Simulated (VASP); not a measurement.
Output of a VASP run:

OUTCAR:
```
 ion  position               nearest neighbor table
   1  0.250  0.250  0.250-   3 2.57   3 2.57   3 2.57   3 2.57   2 2.97   2 2.97   2 2.97   2 2.97
                             2 2.97   2 2.97
   2  0.750  0.750  0.750-   3 2.57   3 2.57   3 2.57   3 2.57   1 2.97   1 2.97   1 2.97   1 2.97
                             1 2.97   1 2.97
   3  0.000  0.000  0.000-   2 2.57   2 2.57   2 2.57   1 2.57   2 2.57   1 2.57   1 2.57   1 2.57
  LATTYP: Found a face centered cubic cell.
 ALAT       =     5.9427939272
 Subroutine PRICEL returns:
 Original cell was already a primitive cell.
 Subroutine GETGRP returns: Found 48 space group operations
The static configuration has the point symmetry O_h .
The dynamic configuration has the point symmetry O_h .
 Subroutine INISYM returns: Found 48 space group operations
 Subroutine IBZKPT returns following result:
 Found     29 irreducible k-points:

 Following reciprocal coordinates:
            Coordinates               Weight
  0.000000  0.000000  0.000000      1.000000
  0.125000  0.000000  0.000000      8.000000
  0.250000  0.000000  0.000000      8.000000
  0.375000  0.000000  0.000000      8.000000
  0.500000  0.000000  0.000000      4.000000
  0.125000  0.125000  0.000000      6.000000
  0.250000  0.125000  0.000000     24.000000
  0.375000  0.125000  0.000000     24.000000
  0.500000  0.125000  0.000000     24.000000
 -0.375000  0.125000  0.000000     24.000000
 -0.250000  0.125000  0.000000     24.000000
 -0.125000  0.125000  0.000000     12.000000
  0.250000  0.250000  0.000000      6.000000
  0.375000  0.250000  0.000000     24.000000
  0.500000  0.250000  0.000000     24.000000
 -0.375000  0.250000  0.000000     24.000000
 -0.250000  0.250000  0.000000     12.000000
  0.375000  0.375000  0.000000      6.000000
  0.500000  0.375000  0.000000     24.000000
 -0.375000  0.375000  0.000000     12.000000
  0.500000  0.500000  0.000000      3.000000
  0.375000  0.250000  0.125000     24.000000
  0.500000  0.250000  0.125000     48.000000
 -0.375000  0.250000  0.125000     24.000000
  0.500000  0.375000  0.125000     24.000000
 -0.375000  0.375000  0.125000     48.000000
 -0.250000  0.375000  0.125000     24.000000
 -0.375000  0.500000  0.125000     12.000000
 -0.250000  0.500000  0.250000      6.000000
   k-points           NKPTS =     29   k-points in BZ     NKDIM =     29   number of bands    NBANDS=     12
   number of dos      NEDOS =    301   number of ions     NIONS =      3
   total plane-waves  NPLWV =  27000
   dimension x,y,z NGX =    30 NGY =   30 NGZ =   30
   dimension x,y,z NGXF=    60 NGYF=   60 NGZF=   60
   ions per type =               2   1
   PREC   = accura    normal or accurate (medium, high low for compatibility)
   ISTART =      0    job   : 0-new  1-cont  2-samecut
   ICHARG =      2    charge: 1-file 2-atom 10-const
   ISPIN  =      1    spin polarized calculation?
   LNONCOLLINEAR =      F non collinear calculations
   LSORBIT =      F    spin-orbit coupling
   INIWAV =      1    electr: 0-lowe 1-rand  2-diag
   ENCUT  =  480.0 eV  35.28 Ry    5.94 a.u.   7.51  7.51  7.51*2*pi/ulx,y,z
   NELM   =    100;   NELMIN=  2; NELMDL= -5     # of ELM steps
   EDIFF  = 0.1E-06   stopping-criterion for ELM
   LREAL  =      F    real-space projection
   NLSPLINE    = F    spline interpolate recip. space projectors
   LMAXMIX     =    6 max onsite mixed and CHGCAR
   VOSKOWN=      0    Vosko Wilk Nusair interpolation
   EDIFFG = -.1E-01   stopping-criterion for IOM
   NSW    =     40    number of steps for IOM
   NBLOCK =      1;   KBLOCK =     40    inner block; outer block
   IBRION =      2    ionic relax: 0-MD 1-quasi-New 2-CG
   NFREE  =      1    steps in history (QN), initial steepest desc. (CG)
   ISIF   =      3    stress and relaxation
   ISYM   =      2    0-nonsym 1-usesym 2-fastsym
   TEIN   =    0.0    initial temperature
   TEBEG  =    0.0;   TEEND  =   0.0 temperature during run
   SMASS  =  -3.00    Nose mass-parameter (am)
   PSTRESS=   10.0 pullay stress
   NELECT =      16.0000    total number of electrons
...
```

**OSZICAR**
```
       N       E                     dE             d eps       ncg     rms          rms(c)
DAV:   1     0.463807073673E+02    0.46381E+02   -0.65472E+03   712   0.106E+03
DAV:   2    -0.149480202668E+02   -0.61329E+02   -0.55684E+02   840   0.180E+02
DAV:   3    -0.167741305902E+02   -0.18261E+01   -0.17783E+01   876   0.298E+01
DAV:   4    -0.167941838226E+02   -0.20053E-01   -0.19975E-01   820   0.341E+00
DAV:   5    -0.167944641382E+02   -0.28032E-03   -0.28030E-03   868   0.458E-01    0.841E+00
DAV:   6    -0.163475344806E+02    0.44693E+00   -0.24973E+00   792   0.155E+01    0.220E+00
DAV:   7    -0.162675201668E+02    0.80014E-01   -0.21081E-01   772   0.466E+00    0.166E+00
DAV:   8    -0.162381515901E+02    0.29369E-01   -0.32328E-02   768   0.178E+00    0.254E-01
DAV:   9    -0.162381169617E+02    0.34628E-04   -0.21197E-03   840   0.453E-01    0.164E-01
DAV:  10    -0.162382749642E+02   -0.15800E-03   -0.35170E-04   756   0.158E-01    0.189E-02
DAV:  11    -0.162382718123E+02    0.31519E-05   -0.20908E-05   832   0.482E-02    0.862E-03
DAV:  12    -0.162382737913E+02   -0.19790E-05   -0.58105E-06   744   0.182E-02    0.224E-03
DAV:  13    -0.162382736959E+02    0.95448E-07   -0.58919E-07   880   0.782E-03
   1 F= -.15910781E+02 E0= -.15910958E+02  d E =-.159108E+02
       N       E                     dE             d eps       ncg     rms          rms(c)
DAV:   1    -0.162680681355E+02   -0.29794E-01   -0.49665E-01   768   0.747E+00    0.120E+00
DAV:   2    -0.162357065813E+02    0.32362E-01   -0.19284E-01   772   0.455E+00    0.343E-01
DAV:   3    -0.162334624797E+02    0.22441E-02   -0.92659E-03   752   0.104E+00    0.971E-02
DAV:   4    -0.162332606245E+02    0.20186E-03   -0.94952E-04   756   0.185E-01    0.331E-02
DAV:   5    -0.162332538467E+02    0.67777E-05   -0.14872E-04   808   0.125E-01    0.219E-02
DAV:   6    -0.162332573175E+02   -0.34708E-05   -0.21944E-05   784   0.439E-02    0.300E-03
DAV:   7    -0.162332571209E+02    0.19662E-06   -0.76329E-07   788   0.847E-03    0.115E-03
DAV:   8    -0.162332571521E+02   -0.31197E-07   -0.29927E-08   476   0.162E-03
   2 F= -.15910587E+02 E0= -.15910826E+02  d E =0.194087E-03
       N       E                     dE             d eps       ncg     rms          rms(c)
DAV:   1    -0.162462681329E+02   -0.13011E-01   -0.13218E-01   776   0.385E+00    0.600E-01
DAV:   2    -0.162376546366E+02    0.86135E-02   -0.49957E-02   764   0.234E+00    0.172E-01
DAV:   3    -0.162371075386E+02    0.54710E-03   -0.22652E-03   740   0.514E-01    0.581E-02
DAV:   4    -0.162370414446E+02    0.66094E-04   -0.23407E-04   744   0.895E-02    0.178E-02
DAV:   5    -0.162370396487E+02    0.17959E-05   -0.38757E-05   796   0.634E-02    0.122E-02
DAV:   6    -0.162370387985E+02    0.85019E-06   -0.55355E-06   756   0.230E-02    0.162E-03
DAV:   7    -0.162370387899E+02    0.86745E-08   -0.87007E-08   500   0.259E-03
   3 F= -.15911885E+02 E0= -.15912093E+02  d E =-.110436E-02
```

OUTCAR:
```
------------------------ aborting loop because EDIFF is reached ----------------------------------------
  FORCE on cell =-STRESS in cart. coord.  units (eV):
  Direction    XX          YY          ZZ          XY          YZ          ZX
  --------------------------------------------------------------------------------------
  Total        0.3260845      0.3260845      0.3260845      0.0000000      0.0000000      0.0000000
  in kB       10.0286380     10.0286380     10.0286380      0.0000000      0.0000000      0.0000000
  external PRESSURE =       0.0286380 kB  Pullay stress =      10.0000000 kB
  volume of cell :       52.10
      direct lattice vectors                 reciprocal lattice vectors
    -0.000000000  2.964305195  2.964305195    -0.168673590  0.168673590  0.168673590
     2.964305195 -0.000000000  2.964305195     0.168673590 -0.168673590  0.168673590
     2.964305195  2.964305195  0.000000000     0.168673590  0.168673590 -0.168673590
 POSITION                                       TOTAL-FORCE (eV/Angst)
 -----------------------------------------------------------------------------------
      1.48215      1.48215      1.48215         0.000000     -0.000000      0.000000
      4.44646      4.44646      4.44646         0.000000      0.000000      0.000000
      0.00000      0.00000      0.00000        -0.000000      0.000000     -0.000000
 -----------------------------------------------------------------------------------
    total drift:                                0.000000     -0.000000     -0.000000
  FREE ENERGIE OF THE ION-ELECTRON SYSTEM (eV)
  ---------------------------------------------------
  free  energy   TOTEN  =       -16.2370387899 eV

  energy  without entropy=      -16.2376619151  energy(sigma->0) =      -16.23724650
  enthalpy is  TOTEN    =       -15.9118854954 eV   P V=        0.3251532945

 reached required accuracy - stopping structural energy minimisation
```
(Selected blocks of OUTCAR.)

**POSCAR**
```
PtAl2
1
    0.0000000000     2.9713969636     2.9713969636
    2.9713969636     0.0000000000     2.9713969636
    2.9713969636     2.9713969636     0.0000000000
Al Pt
2 1
Direct
  0.2500000000   0.2500000000   0.2500000000
  0.7500000000   0.7500000000   0.7500000000
  0.0000000000   0.0000000000   0.0000000000
```

Task: Write an INCAR and KPOINTS that could have produced this output.

Result: Several could match; the one computed here: the input of the run itself, PBE GGA, plane waves, VASP's PBE PAW potentials (set 64).

File KPOINTS:
```
Automatic mesh
0
Gamma
8 8 8
0 0 0
```

**INCAR**
```
# general
SYSTEM =PtAl2
PREC   =Accurate
ENCUT  =480
LREAL  =.False.   # projection in real space or not
LASPH  =.True.

# electronic loop
EDIFF  =1E-7   # SCF stop (eV)
NELM   =100   # most electronic steps
ALGO   =Normal   # blocked Davidson
LMAXMIX=6   # l cut-off of mixed one-centre charges

# smearing
ISMEAR =1
SIGMA  =0.1

# functional
GGA    =PE   # PBE

# ions
IBRION =2   # conjugate gradients
NSW    =40   # most ionic steps
ISIF   =3
EDIFFG =-0.01   # ionic stop
PSTRESS=10

# output
LWAVE  =.False.
LCHARG =.False.
```

POTCAR, in this order: Al Pt (PBE.64 set). Program: vasp_std.

The compound is PtAl2 in the fluorite structure. This run relaxes it under an external pressure of 1 GPa. Symmetry was kept, so distortions that lower it aren't found.
